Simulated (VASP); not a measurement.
Consider the following.

```xyz
2
Lattice="0.0000 2.3236 2.3236 2.3236 0.0000 2.3236 2.3236 2.3236 0.0000" Properties=species:S:1:pos:R:3 pbc="T T T"
Hf     0.0000     0.0000     0.0000
C      2.3236     2.3236     2.3236
```

Method: PBE GGA, VASP's PBE PAW potentials (set 64) (plane waves; VASP 6.6.1). Run with 520 eV cut-off, 15×15×15 Γ-centred mesh, tetrahedra with Blöchl corrections, potentials Hf_pv C.

Unless said otherwise, spin-orbit coupling is left out, though it shifts the bands of the heavy elements here.

Task: What does the run give for the energy per atom (σ→0), band gap (on the k-mesh) with the smallest direct gap where there is one?

Result: 
```yaml
band gap (on the k-mesh): none (metal, semimetal or under 0.01 eV)
energy per atom (σ→0): -10.523 eV/atom
```

Only differences to runs with the same potentials and settings are physical.

The compound is HfC in the rock salt structure. It was relaxed first.
